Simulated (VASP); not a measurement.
Input:

```yaml
crystal:
  lattice:
    - [4.37317, 0.00000, 0.00000]
    - [0.00000, 4.37317, 0.00000]
    - [0.00000, 0.00000, 2.83373]
  atoms:
    - { symbol: Mn, position: [0.00000, 0.00000, 0.00000], spin: 2.4 }
    - { symbol: Mn, position: [0.50000, 0.50000, 0.50000], spin: -2.4 }
    - { symbol: O, position: [0.30349, 0.30349, 0.00000] }
    - { symbol: O, position: [0.80349, 0.19651, 0.50000] }
    - { symbol: O, position: [0.19651, 0.80349, 0.50000] }
    - { symbol: O, position: [0.69651, 0.69651, 0.00000] }
```

Method: PBEsol GGA, VASP's PBE PAW potentials (set 64) (plane waves; VASP). Numerical set-up: 520 eV cut-off, 8×8×12 Γ-centred mesh, tetrahedra with Blöchl corrections, potentials Mn_pv O.

### Question
Predict the cell moment, energy per atom (σ→0), band gap (on the k-mesh) with the smallest direct gap where there is one.

### Answer

```
Quantity                                                    Result
------------------------  ----------------------------------------
band gap (on the k-mesh)  none (metal, semimetal or under 0.01 eV)
cell moment                                                0.00 μB
energy per atom (σ→0)                               -8.434 eV/atom
```

### Question
Give the moment on each site (PAW-sphere projection).

### Answer

```
site  moment (μB)
----  -----------
Mn1          2.44
Mn2         -2.44
O3          -0.05
O4           0.05
O5           0.05
O6          -0.05
```

The absolute energy has meaning only against runs of the same code, potentials and settings.

The compound is MnO2 in the rutile structure. It was relaxed first.
